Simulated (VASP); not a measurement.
Output of a VASP run:

File OSZICAR:
```
...
DAV:   2    -0.194253783918E+02    0.47261E-02   -0.82526E-02  1905   0.259E+00    0.413E-01
DAV:   3    -0.194192521352E+02    0.61263E-02   -0.82536E-03  2153   0.114E+00    0.766E-02
DAV:   4    -0.194193157729E+02   -0.63638E-04   -0.20969E-03  2071   0.344E-01    0.298E-02
DAV:   5    -0.194193058374E+02    0.99355E-05   -0.97732E-05  1814   0.102E-01    0.748E-03
DAV:   6    -0.194193075370E+02   -0.16996E-05   -0.17843E-05  2031   0.331E-02    0.456E-03
DAV:   7    -0.194193079232E+02   -0.38614E-06   -0.15921E-06  2228   0.146E-02    0.151E-03
DAV:   8    -0.194193079128E+02    0.10402E-07   -0.35431E-07  1654   0.694E-03
   2 F= -.19419308E+02 E0= -.19418899E+02  d E =-.804853E-02
       N       E                     dE             d eps       ncg     rms          rms(c)
DAV:   1    -0.194399864811E+02   -0.20679E-01   -0.30940E+00  1488   0.128E+01    0.862E-01
DAV:   2    -0.194325070551E+02    0.74794E-02   -0.12685E-01  1905   0.320E+00    0.514E-01
DAV:   3    -0.194230586060E+02    0.94484E-02   -0.12765E-02  2138   0.141E+00    0.972E-02
DAV:   4    -0.194231448624E+02   -0.86256E-04   -0.32026E-03  2109   0.423E-01    0.367E-02
DAV:   5    -0.194231299361E+02    0.14926E-04   -0.15268E-04  1886   0.131E-01    0.926E-03
DAV:   6    -0.194231323673E+02   -0.24312E-05   -0.26298E-05  2025   0.408E-02    0.558E-03
DAV:   7    -0.194231329537E+02   -0.58645E-06   -0.26330E-06  2207   0.197E-02    0.212E-03
DAV:   8    -0.194231329399E+02    0.13853E-07   -0.69140E-07  2035   0.966E-03
   3 F= -.19423133E+02 E0= -.19422802E+02  d E =-.118736E-01
       N       E                     dE             d eps       ncg     rms          rms(c)
DAV:   1    -0.194231610871E+02   -0.28133E-04   -0.40618E-03  1495   0.464E-01    0.316E-02
DAV:   2    -0.194231509034E+02    0.10184E-04   -0.16646E-04  1905   0.118E-01    0.188E-02
DAV:   3    -0.194231384354E+02    0.12468E-04   -0.16460E-05  2146   0.524E-02    0.363E-03
DAV:   4    -0.194231384952E+02   -0.59773E-07   -0.42992E-06  2114   0.153E-02    0.135E-03
DAV:   5    -0.194231384359E+02    0.59230E-07   -0.25213E-07  1424   0.569E-03
   4 F= -.19423138E+02 E0= -.19422811E+02  d E =-.118791E-01
       N       E                     dE             d eps       ncg     rms          rms(c)
DAV:   1    -0.194236271322E+02   -0.48864E-03   -0.88009E-02  1496   0.212E+00    0.128E-01
DAV:   2    -0.194235308278E+02    0.96304E-04   -0.22425E-03  2311   0.463E-01    0.760E-02
DAV:   3    -0.194233965872E+02    0.13424E-03   -0.13377E-04  2266   0.140E-01    0.144E-02
DAV:   4    -0.194233939917E+02    0.25955E-05   -0.26766E-05  2295   0.422E-02    0.310E-03
DAV:   5    -0.194233941106E+02   -0.11891E-06   -0.63421E-07  1586   0.797E-03    0.163E-03
DAV:   6    -0.194233941765E+02   -0.65835E-07   -0.82827E-08  1101   0.291E-03
   5 F= -.19423394E+02 E0= -.19423066E+02  d E =-.255741E-03
       N       E                     dE             d eps       ncg     rms          rms(c)
DAV:   1    -0.194234443126E+02   -0.50202E-04   -0.98100E-03  1496   0.708E-01    0.426E-02
DAV:   2    -0.194234336235E+02    0.10689E-04   -0.25007E-04  2318   0.155E-01    0.254E-02
DAV:   3    -0.194234186162E+02    0.15007E-04   -0.14849E-05  2267   0.466E-02    0.482E-03
DAV:   4    -0.194234183130E+02    0.30316E-06   -0.29873E-06  2295   0.139E-02    0.104E-03
DAV:   5    -0.194234183174E+02   -0.43347E-08   -0.59865E-08  1014   0.270E-03
   6 F= -.19423418E+02 E0= -.19423090E+02  d E =-.279881E-03
```

### OUTCAR
```
------------------------ aborting loop because EDIFF is reached ----------------------------------------
  FORCE on cell =-STRESS in cart. coord.  units (eV):
  Direction    XX          YY          ZZ          XY          YZ          ZX
  --------------------------------------------------------------------------------------
  Total       -3.3459582     -3.3459582     -3.3528329      0.0000000      0.0000000      0.0000000
  in kB      -58.2163572    -58.2163572    -58.3359714      0.0000000      0.0000000      0.0000000
  external PRESSURE =     -58.2562286 kB  Pullay stress =       0.0000000 kB
  volume of cell :       92.08
      direct lattice vectors                 reciprocal lattice vectors
     5.159824600  0.000000000  0.000000000     0.193805037  0.000000000  0.000000000
     0.000000000  5.159824600  0.000000000    -0.000000000  0.193805037  0.000000000
     0.000000000  0.000000000  3.458726200     0.000000000  0.000000000  0.289123782
 POSITION                                       TOTAL-FORCE (eV/Angst)
 -----------------------------------------------------------------------------------
      5.15982      0.00000      0.00000         0.000000     -0.000000     -0.000000
      2.57991      2.57991      1.72936         0.000000     -0.000000     -0.000000
      1.59314      1.59314      0.00000        -0.002162     -0.002162      0.000000
      4.17306      0.98677      1.72936        -0.002162      0.002162     -0.000000
      0.98677      4.17306      1.72936         0.002162     -0.002162     -0.000000
      3.56668      3.56668      0.00000         0.002162      0.002162     -0.000000
 -----------------------------------------------------------------------------------
    total drift:                               -0.000000      0.000000     -0.000000
  FREE ENERGIE OF THE ION-ELECTRON SYSTEM (eV)
  ---------------------------------------------------
  free  energy   TOTEN  =       -19.4234183174 eV

  energy  without entropy=      -19.4227623586  energy(sigma->0) =      -19.42309034

 reached required accuracy - stopping structural energy minimisation
```
(Selected blocks of OUTCAR.)

### POSCAR
```
PbO2
1
    5.1193598068     0.0000000000     0.0000000000
    0.0000000000     5.1193598068     0.0000000000
    0.0000000000     0.0000000000     3.5136196915
Pb O
2 4
Direct
  0.0000000000   0.0000000000   0.0000000000
  0.5000000000   0.5000000000   0.5000000000
  0.3072253487   0.3072253487   0.0000000000
  0.8072253487   0.1927746513   0.5000000000
  0.1927746513   0.8072253487   0.5000000000
  0.6927746513   0.6927746513   0.0000000000
```

Write an INCAR and KPOINTS that could have produced this output.

Several could match; the one computed here: the input of the run itself, optB86b-vdW, plane waves, VASP's PBE PAW potentials (set 64).

**KPOINTS**
```
Automatic mesh
0
Gamma
5 5 7
0 0 0
```

INCAR:
```
AGGAC  =  0.0
ALGO  =  Normal
EDIFF  =  1E-7
EDIFFG  =  -0.01
ENCUT  =  520
GGA  =  MK
IBRION  =  2
ISIF  =  4
ISMEAR  =  0
LASPH  =  T
LCHARG  =  F
LMAXMIX  =  4
LREAL  =  F
LUSE_VDW  =  T
LWAVE  =  F
NELM  =  100
NSW  =  30
PARAM1  =  0.1234
PARAM2  =  1.0
PREC  =  Accurate
SIGMA  =  0.05
SYSTEM  =  PbO2
```

POTCAR, in this order: Pb_d O (PBE.64 set). Program: vasp_std.

The compound is PbO2 in the rutile structure. This cell is one point of a volume scan, at 1.06 of the reference volume. Symmetry was kept, so distortions that lower it aren't found.
